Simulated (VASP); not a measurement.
Here is the system:

```
V
1.0
   -1.47586     1.47586     1.47586
    1.47586    -1.47586     1.47586
    1.47586     1.47586    -1.47586
V
1
Cartesian
  0.00000   0.00000   0.00000
```

Level of theory: PBEsol GGA, VASP's PBE PAW potentials (set 64) (plane waves; VASP). Run with 400 eV cut-off, Gaussian smearing of 0.050 eV, potentials V_sv.

Give the energies of bands 5 to 9 at the high-symmetry points, in eV from the Fermi level.

```tsv
band	Γ	H	N	P
5	-6.69	-3.22	-3.34	-1.15
6	0.43	-3.22	-1.22	-1.15
7	0.43	3.98	1.83	-1.15
8	0.43	3.98	2.57	3.02
9	2.55	3.98	2.95	3.02
```

It has no gap at this level: it comes out as a metal or semimetal.

The compound is V in the bcc structure. It was relaxed first, which changed the volume by -8 %. The run is not spin-polarised, so no magnetic state was tried.
